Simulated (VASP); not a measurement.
Data:

```
K2S
1.0
    0.00000     3.68931     3.68931
    3.68931     0.00000     3.68931
    3.68931     3.68931     0.00000
K S
2 1
Direct
  0.25000   0.25000   0.25000
  0.75000   0.75000   0.75000
  0.00000   0.00000   0.00000
```

Computed with vdW-DF-cx, VASP's PBE PAW potentials (set 64) (plane waves; VASP). Run with 520 eV cut-off, Gaussian smearing of 0.050 eV, potentials K_sv S.

Task: Give the energies of bands 10 to 15 at the high-symmetry points, in eV from the valence-band maximum.

Result: 
| band | Γ | X | U | L | W |
|---|---|---|---|---|---|
| 10 | -0.21 | -0.74 | -0.55 | -0.62 | -0.38 |
| 11 | -0.21 | 0.00 | -0.21 | -0.07 | -0.38 |
| 12 | -0.21 | 0.00 | -0.02 | -0.07 | -0.02 |
| 13 | 2.41 | 3.45 | 3.68 | 4.69 | 3.66 |
| 14 | 5.51 | 5.40 | 5.55 | 5.12 | 5.86 |
| 15 | 5.51 | 6.71 | 6.40 | 5.84 | 5.86 |

The gap is indirect, 2.41 eV, from the valence maximum at X to the conduction minimum at Γ.

The compound is K2S in the antifluorite structure. It was relaxed first.
